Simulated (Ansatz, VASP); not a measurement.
## Cross-check of TiO2 between VASP and Ansatz

One calculation is typed for both programs; each brings its own data sets. How far apart do they land? The cell is taken from a series of runs on this material, whose earlier steps may have relaxed, scaled, displaced or heated it; both programs get it as it stands.

Program: Ansatz 0.2.0. Level of theory: plane waves, with VASP 6.6.1 beside it; G0W0 gap at LDA. Results are calculated unless marked as measured.

**1. Set-up**

Symmetry: Pbcn, No. 60, orthorhombic system. Conventional cell: a = 4.523 Å, b = 5.492 Å, c = 4.909 Å, α = 90.00°, β = 90.00°, γ = 90.00°. Nearest to Ti lie 6 O at 1.87 to 2.08 Å. Nearest to O lie 3 Ti at 1.87 to 2.08 Å. Farther neighbours and most contacts between anions are not listed.

**2. VASP: G0W0 gap, LDA**

Quasiparticle shifts depend on high empty states and on the cores, so they are the hardest test of two PAW sets.

Lines of VASP's logs that name or quote its potential files are left out, and so is its time.

The run reads the wave functions of an earlier VASP run, which isn't shown here.

The input, INCAR:

```
SYSTEM = TiO2
PREC = Accurate
ENCUT = 440
ISMEAR = 0
SIGMA = 0.01
LREAL = .FALSE.
GGA = CA
NBANDS = 512
LASPH = .TRUE.
ALGO = EVGW0
NELMGW = 1
ENCUTGW = 140
NOMEGA = 64
PRECFOCK = Fast
NBANDSGW = 64
LWAVE = .FALSE.
LCHARG = .FALSE.
```

The input, POSCAR:

```
TiO2
1.0
    4.5226228022      0.0000000000      0.0000000000
    0.0000000000      5.4920213428      0.0000000000
    0.0000000000      0.0000000000      4.9091968600
Ti O
4 8
Direct
    0.5000000000      0.6728798810      0.7500000000
    0.0000000000      0.8271201190      0.2500000000
    0.5000000000      0.3271201190      0.2500000000
    0.0000000000      0.1728798810      0.7500000000
    0.7270549497      0.6207015351      0.0819492948
    0.2270549497      0.8792984649      0.9180507052
    0.7729450503      0.8792984649      0.5819492948
    0.2729450503      0.6207015351      0.4180507052
    0.7270549497      0.3792984649      0.5819492948
    0.2270549497      0.1207015351      0.4180507052
    0.7729450503      0.1207015351      0.0819492948
    0.2729450503      0.3792984649      0.9180507052
```

The input, KPOINTS:

```
Automatic mesh
0
Gamma
4 2 4
0 0 0
```

The projector-augmented-wave data sets are Ti_sv_GW and O_GW (LDA family, release 64).

The run is started by

```console
$ mpirun -np 16 vasp_std
```

Numbers of over 12 decimals in the logs are rounded to 6 here.

Output:

```text
[banner, memory and clock lines left out]
running   16 mpi-ranks, on    1 nodes
 distrk:  each k-point on   16 cores,    1 groups
 distr:  one band on    1 cores,   16 groups

 POSCAR found type information on POSCAR TiO
 POSCAR found :  2 types and      12 ions
|                                                                             |
|           W    W    AA    RRRRR   N    N  II  N    N   GGGG   !!!           |
|           W    W   A  A   R    R  NN   N  II  NN   N  G    G  !!!           |
|           W    W  A    A  R    R  N N  N  II  N N  N  G       !!!           |
|           W WW W  AAAAAA  RRRRR   N  N N  II  N  N N  G  GGG   !            |
|           WW  WW  A    A  R   R   N   NN  II  N   NN  G    G                |
|           W    W  A    A  R    R  N    N  II  N    N   GGGG   !!!           |
|                                                                             |
|     For optimal performance we recommend to set                             |
|       NCORE = 2 up to number-of-cores-per-socket                            |
|     NCORE specifies how many cores store one orbital (NPAR=cpu/NCORE).      |
|     This setting can greatly improve the performance of VASP for DFT.       |
|     The default, NCORE=1 might be grossly inefficient on modern             |
|     multi-core architectures or massively parallel machines. Do your        |
|     Unfortunately you need to use the default for GW and RPA                |
|     calculations (for HF NCORE is supported but not extensively tested      |
|     yet).                                                                   |
|                                                                             |

|                                                                             |
|           W    W    AA    RRRRR   N    N  II  N    N   GGGG   !!!           |
|           W    W   A  A   R    R  NN   N  II  NN   N  G    G  !!!           |
|           W    W  A    A  R    R  N N  N  II  N N  N  G       !!!           |
|           W WW W  AAAAAA  RRRRR   N  N N  II  N  N N  G  GGG   !            |
|           WW  WW  A    A  R   R   N   NN  II  N   NN  G    G                |
|           W    W  A    A  R    R  N    N  II  N    N   GGGG   !!!           |
|                                                                             |
|     The default for ENCUTGWSOFT is different in this version of VASP.       |
|     please manually set ENCUTGWSOFT =140 in the INCAR file.                 |
|                                                                             |

 LDA part: xc-table for (Slater(with rela. corr.)+CA(PZ))
 , standard interpolation
 found WAVECAR, reading the header
 POSCAR, INCAR and KPOINTS ok, starting setup
 FFT: planning ... GRIDC
 FFT: planning ... GRID_SOFT
 FFT: planning ... GRID
 reading WAVECAR
 the WAVECAR file was read successfully
 initial charge from wavefunction
 available memory per node:     30.46 GB, setting MAXMEM to     31190

 The Fermi energy was updated, please check that it is located mid-gap
 values below the HOMO (VB) or above the LUMO (CB) will cause erroneous energies
 E-fermi :   5.6569

 calculate exact exchange contribution
 the WAVEDER file was read successfully
energies w=
    0.000    0.000    1.092    0.000    2.181    0.000    3.266    0.000
    4.343    0.000    5.411    0.000    6.468    0.000    7.513    0.000
    8.546    0.000    9.564    0.000   10.568    0.000   11.558    0.000
   12.535    0.000   13.499    0.000   14.450    0.000   15.391    0.000
   16.321    0.000   17.244    0.000   18.159    0.000   19.069    0.000
   19.976    0.000   20.881    0.000   21.786    0.000   22.694    0.000
   23.607    0.000   24.527    0.000   25.457    0.000   26.399    0.000
   27.356    0.000   28.332    0.000   29.329    0.000   30.352    0.000
   31.404    0.000   32.489    0.000   33.614    0.000   34.784    0.000
   36.003    0.000   37.280    0.000   38.623    0.000   40.041    0.000
   41.545    0.000   43.147    0.000   44.862    0.000   46.707    0.000
   48.702    0.000   50.872    0.000   53.247    0.000   55.864    0.000
   58.765    0.000   62.008    0.000   65.663    0.000   69.820    0.000
   74.595    0.000   80.146    0.000   86.681    0.000   94.493    0.000
  103.998    0.000  115.810    0.000  130.880    0.000  150.753    0.000
  178.128    0.000  218.170    0.000  282.190    0.000  400.607    0.000
 responsefunction array rank=     480
 LDA part: xc-table for (Slater(with rela. corr.)+CA(PZ))
 , standard interpolation

 min. memory requirement per mpi rank    496.4 MB, per node   7942.6 MB

 allocating   4 responsefunctions rank=   480
 shmem allocating  64 responsefunctions rank=   480
 response function shared by NCSHMEM nodes    1
 Doing            4  frequencies on each core in blocks of           64
NQ=   1    0.0000    0.0000    0.0000,
|.........|.........|.........|.........|.........|.........|.........|.........
 performed       2605000 updates of chi_q(r,r)
 total number of BLAS operations       4467.55 Gflops
NQ=   2    0.2500    0.0000    0.0000,
|.........|.........|.........|.........|.........|.........|.........|.........
 performed       5865000 updates of chi_q(r,r)
 total number of BLAS operations       9915.02 Gflops
NQ=   3    0.5000    0.0000    0.0000,
|.........|.........|.........|.........|.........|.........|.........|.........
 performed       8470000 updates of chi_q(r,r)
 total number of BLAS operations      14172.81 Gflops
NQ=   4    0.0000    0.5000    0.0000,
|.........|.........|.........|.........|.........|.........|.........|.........
 performed      11075000 updates of chi_q(r,r)
 total number of BLAS operations      18776.46 Gflops
NQ=   5    0.2500    0.5000    0.0000,
|.........|.........|.........|.........|.........|.........|.........|.........
 performed      14335000 updates of chi_q(r,r)
 total number of BLAS operations      24343.79 Gflops
NQ=   6    0.5000    0.5000    0.0000,
|.........|.........|.........|.........|.........|.........|.........|.........
 performed      16940000 updates of chi_q(r,r)
 total number of BLAS operations      28601.58 Gflops
NQ=   7    0.0000    0.0000    0.2500,
|.........|.........|.........|.........|.........|.........|.........|.........
 performed      20200000 updates of chi_q(r,r)
 total number of BLAS operations      33906.96 Gflops
NQ=   8    0.2500    0.0000    0.2500,
|.........|.........|.........|.........|.........|.........|.........|.........
 performed      23722000 updates of chi_q(r,r)
 total number of BLAS operations      39869.95 Gflops
NQ=   9    0.5000    0.0000    0.2500,
|.........|.........|.........|.........|.........|.........|.........|.........
 performed      26982000 updates of chi_q(r,r)
 total number of BLAS operations      45389.18 Gflops
NQ=  10    0.0000    0.5000    0.2500,
|.........|.........|.........|.........|.........|.........|.........|.........
 performed      30242000 updates of chi_q(r,r)
 total number of BLAS operations      51004.81 Gflops
NQ=  11    0.2500    0.5000    0.2500,
|.........|.........|.........|.........|.........|.........|.........|.........
 performed      33764000 updates of chi_q(r,r)
 total number of BLAS operations      56916.06 Gflops
NQ=  12    0.5000    0.5000    0.2500,
|.........|.........|.........|.........|.........|.........|.........|.........
 performed      37024000 updates of chi_q(r,r)
 total number of BLAS operations      62244.99 Gflops
NQ=  13    0.0000    0.0000    0.5000,
|.........|.........|.........|.........|.........|.........|.........|.........
 performed      39629000 updates of chi_q(r,r)
 total number of BLAS operations      66770.62 Gflops
NQ=  14    0.2500    0.0000    0.5000,
|.........|.........|.........|.........|.........|.........|.........|.........
 performed      42889000 updates of chi_q(r,r)
 total number of BLAS operations      72532.43 Gflops
NQ=  15    0.5000    0.0000    0.5000,
|.........|.........|.........|.........|.........|.........|.........|.........
 performed      45494000 updates of chi_q(r,r)
 total number of BLAS operations      77019.29 Gflops
NQ=  16    0.0000    0.5000    0.5000,
|.........|.........|.........|.........|.........|.........|.........|.........
 performed      48099000 updates of chi_q(r,r)
 total number of BLAS operations      81429.13 Gflops
NQ=  17    0.2500    0.5000    0.5000,
|.........|.........|.........|.........|.........|.........|.........|.........
 performed      51359000 updates of chi_q(r,r)
 total number of BLAS operations      86852.80 Gflops
NQ=  18    0.5000    0.5000    0.5000,
|.........|.........|.........|.........|.........|.........|.........|.........
 performed      53964000 updates of chi_q(r,r)
 total number of BLAS operations      91186.27 Gflops
 resolving degeneracies of screened two electron integrals

 calculate QP shifts <psi_nk| G(iteration)W_0 |psi_nk>: iteration 1
 entering main loop
```

OUTCAR, selected parts (step 2):

```text
ion  position               nearest neighbor table
   1  0.500  0.673  0.750-   6 1.87   7 1.87   5 1.95   8 1.95   9 2.08  12 2.08
   2  0.000  0.827  0.250-   5 1.87   8 1.87   7 1.95   6 1.95  10 2.08  11 2.08
   3  0.500  0.327  0.250-  10 1.87  11 1.87   9 1.95  12 1.95   5 2.08   8 2.08
   4  0.000  0.173  0.750-   9 1.87  12 1.87  11 1.95  10 1.95   6 2.08   7 2.08
   5  0.727  0.621  0.082-   2 1.87   1 1.95   3 2.08
   6  0.227  0.879  0.918-   1 1.87   2 1.95   4 2.08
   7  0.773  0.879  0.582-   1 1.87   2 1.95   4 2.08
   8  0.273  0.621  0.418-   2 1.87   1 1.95   3 2.08
   9  0.727  0.379  0.582-   4 1.87   3 1.95   1 2.08
  10  0.227  0.121  0.418-   3 1.87   4 1.95   2 2.08
  11  0.773  0.121  0.082-   3 1.87   4 1.95   2 2.08
  12  0.273  0.379  0.918-   4 1.87   3 1.95   1 2.08

  LATTYP: Found a simple orthorhombic cell.
 ALAT       =     4.5226228022
 B/A-ratio  =     1.0854756354
 C/A-ratio  =     1.2143443270

 Subroutine GETGRP returns: Found  8 space group operations
 (whereof  2 operations were pure point group operations)

The static configuration has the point symmetry S_2 .
 The point group associated with its full space group is D_2h.

 Found     18 irreducible k-points:

   k-points           NKPTS =     18   k-points in BZ     NKDIM =     32   number of bands    NBANDS=    512

   dimension x,y,z NGX =    32 NGY =   40 NGZ =   36
   dimension x,y,z NGXF=    64 NGYF=   80 NGZF=   72

   ENCUT  =  440.0 eV  32.34 Ry    5.69 a.u.   7.74  9.39  8.40*2*pi/ulx,y,z

   NELECT =      96.0000    total number of electrons

  energy-cutoff  :      440.00
  volume of cell :      121.94
      direct lattice vectors                 reciprocal lattice vectors
     4.522622802  0.000000000  0.000000000     0.221110635  0.000000000  0.000000000
     0.000000000  5.492021343  0.000000000     0.000000000  0.182082322  0.000000000
     0.000000000  0.000000000  4.909196860     0.000000000  0.000000000  0.203699307

 k-points in reciprocal lattice and weights: Automatic mesh
   0.00000000  0.00000000  0.00000000       0.031
   0.25000000  0.00000000  0.00000000       0.062
   0.50000000  0.00000000  0.00000000       0.031
   0.00000000  0.50000000  0.00000000       0.031
   0.25000000  0.50000000  0.00000000       0.062
   0.50000000  0.50000000  0.00000000       0.031
   0.00000000  0.00000000  0.25000000       0.062
   0.25000000  0.00000000  0.25000000       0.125
   0.50000000  0.00000000  0.25000000       0.062
[...]
0.25000000  0.50000000  0.50000000       0.062
   0.50000000  0.50000000  0.50000000       0.031

 E-fermi :   5.6569

 QP shifts <psi_nk| G(iteration)W_0 |psi_nk>: iteration 1
 for sc-GW calculations column KS-energies equals QP-energies in previous step
 and V_xc(KS)=  KS-energies - (<T + V_ion + V_H > + <T+V_H+V_ion>^1  + <V_x>^1)
 k-point   1 :       0.0000    0.0000    0.0000
  band No.  KS-energies  QP-energies   sigma(KS)   V_xc(KS)     V^pw_x(r,r')   Z            occupation Imag(sigma)
    ...
     45       3.7768       3.7251     -20.3592     -20.2874     -24.2962       0.7199       2.0000       0.2561
     46       3.9438       3.8341     -20.6835     -20.5321     -24.8820       0.7244       2.0000       0.2493
     47       4.3713       4.2382     -20.2308     -20.0446     -24.5641       0.7147       2.0000       0.2686
     48       4.3799       4.2308     -20.1537     -19.9446     -24.7005       0.7135       2.0000       0.2813
     49       7.0018       8.5972     -17.9321     -20.1655     -11.4744       0.7143       0.0000      -0.3187
     50       7.0018       8.5972     -17.9321     -20.1655     -11.4744       0.7143       0.0000      -0.3187
     51       7.1602       8.7561     -17.8375     -20.0899     -11.1498       0.7085       0.0000      -0.3350
     52       7.1700       8.7898     -18.0377     -20.3205     -11.4270       0.7095       0.0000      -0.3309
    ...

 k-point   2 :       0.2500    0.0000    0.0000
  band No.  KS-energies  QP-energies   sigma(KS)   V_xc(KS)     V^pw_x(r,r')   Z            occupation Imag(sigma)
    ...
     45       3.6244       3.5337     -20.2431     -20.1164     -24.4375       0.7159       2.0000       0.2771
     46       3.8147       3.6495     -19.6443     -19.4104     -24.1864       0.7060       2.0000       0.3029
     47       3.9616       3.9013     -19.9598     -19.8748     -23.9910       0.7106       2.0000       0.2709
     48       4.2338       4.1135     -20.0525     -19.8835     -24.4093       0.7121       2.0000       0.2800
     49       7.1287       8.6813     -17.8128     -19.9852     -11.5233       0.7147       0.0000      -0.3126
     50       7.1766       8.7679     -17.9335     -20.1762     -11.3102       0.7096       0.0000      -0.3346
     51       7.1876       8.7680     -18.0451     -20.2704     -11.5448       0.7102       0.0000      -0.3316
     52       7.4784       9.0435     -18.1678     -20.3991     -11.5773       0.7014       0.0000      -0.3488
    ...

 k-point   3 :       0.5000    0.0000    0.0000
  band No.  KS-energies  QP-energies   sigma(KS)   V_xc(KS)     V^pw_x(r,r')   Z            occupation Imag(sigma)
    ...
     45       3.8255       3.7138     -19.7840     -19.6257     -24.0313       0.7056       2.0000       0.2937
     46       3.8255       3.7138     -19.7840     -19.6257     -24.0313       0.7056       2.0000       0.2937
     47       4.0984       3.9906     -20.0861     -19.9346     -24.4271       0.7115       2.0000       0.2788
     48       4.0984       3.9906     -20.0861     -19.9346     -24.4271       0.7115       2.0000       0.2788
     49       7.4079       8.9509     -18.1794     -20.3694     -11.7497       0.7046       0.0000      -0.3401
     50       7.4079       8.9509     -18.1794     -20.3694     -11.7497       0.7046       0.0000      -0.3401
     51       7.5930       9.1541     -18.1837     -20.4346     -11.3449       0.6936       0.0000      -0.3729
     52       7.5930       9.1541     -18.1837     -20.4346     -11.3449       0.6936       0.0000      -0.3729
    ...

 k-point   4 :       0.0000    0.5000    0.0000
  band No.  KS-energies  QP-energies   sigma(KS)   V_xc(KS)     V^pw_x(r,r')   Z            occupation Imag(sigma)
    ...
     45       3.1254       2.9177     -19.6521     -19.3606     -24.1990       0.7122       2.0000       0.3167
     46       3.1254       2.9177     -19.6521     -19.3606     -24.1990       0.7122       2.0000       0.3167
     47       4.2219       4.0785     -20.0283     -19.8270     -24.4529       0.7121       2.0000       0.2814
     48       4.2219       4.0785     -20.0283     -19.8270     -24.4529       0.7121       2.0000       0.2814
     49       7.1039       8.6754     -17.9738     -20.1856     -11.5342       0.7105       0.0000      -0.3205
     50       7.1039       8.6754     -17.9738     -20.1856     -11.5342       0.7105       0.0000      -0.3205
     51       7.5906       9.1093     -18.6225     -20.8044     -12.2452       0.6961       0.0000      -0.3548
     52       7.5906       9.1093     -18.6225     -20.8044     -12.2452       0.6961       0.0000      -0.3548
    ...

[... 4 further parts left out ...]
```

(Continued in part 2 of 2.)

[Lines on the potential files, build, host, timing and source positions are cut from VASP's logs without a mark.]

[Logs are printed without paths, hosts, clocks, repeated set-up lines and the standing remarks that a program may print on its own settings, such as how far it seeks lower states.]

[Hosts, paths, dates, database ids (printed as entryN), source tags and the programs' standing remarks are cut or masked in the printed files.]
